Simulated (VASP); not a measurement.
An input for Quantum ESPRESSO's pw.x (written as the equivalent of a VASP run, and not itself run):

```
&CONTROL
  calculation = 'vc-relax'
  pseudo_dir = './pseudo'
  outdir = './out'
  tprnfor = .true.
  tstress = .true.
  nstep = 60
  forc_conv_thr = 0.00039
/
&SYSTEM
  ibrav = 0
  nat = 2
  ntyp = 2
  ecutwfc = 84
  occupations = 'smearing'
  smearing = 'methfessel-paxton'
  degauss = 0.00735
  input_dft = 'revpbe'
/
&ELECTRONS
  conv_thr = 7.3e-08
  electron_maxstep = 100
/
&IONS
/
&CELL
/
ATOMIC_SPECIES
  Hf 178.490 Hf.upf
  N 14.007 N.upf
CELL_PARAMETERS angstrom
     0.0000000    2.2600000    2.2600000
     2.2600000    0.0000000    2.2600000
     2.2600000    2.2600000    0.0000000
ATOMIC_POSITIONS crystal
  Hf   0.0000000  0.0000000  0.0000000
  N    0.5000000  0.5000000  0.5000000
K_POINTS automatic
  13 13 13 0 0 0
```

Write the VASP files for the same calculation (revPBE).

This is not unique; one that fits is 
File KPOINTS:
```
Automatic mesh
0
Gamma
13 13 13
0 0 0
```

File POSCAR:
```
HfN
1.0
  0.0000000000   2.2600000000   2.2600000000
  2.2600000000   0.0000000000   2.2600000000
  2.2600000000   2.2600000000   0.0000000000
Hf N
1 1
Cart
  0.0000000000   0.0000000000   0.0000000000
  2.2600000000   2.2600000000   2.2600000000
```

**INCAR**
```
SYSTEM = HfN
PREC = Accurate; ENCUT = 520; LREAL = .False.
LASPH = .True.
EDIFF = 1E-6; NELM = 100; ALGO = Normal
LMAXMIX = 6
ISMEAR = 1; SIGMA = 0.1
GGA = RE
IBRION = 2; NSW = 60; ISIF = 3
EDIFFG = -0.01
LWAVE = .False.; LCHARG = .False.
```

POTCAR, in this order: Hf_pv N (PBE.64 set). Program: vasp_std.

The two are equivalent in intent, not identical: the potentials are each code's own (VASP's PAW set, PseudoDojo norm-conserving files in pw.x), so ENCUT and ecutwfc are chosen apart and not converted; conv_thr bounds pw.x's estimated SCF error, while EDIFF bounds the energy change between steps; forc_conv_thr acts on force components and is met together with etot_conv_thr.

The compound is HfN in the rock salt structure. This run relaxes it. Symmetry was kept, so distortions that lower it aren't found.
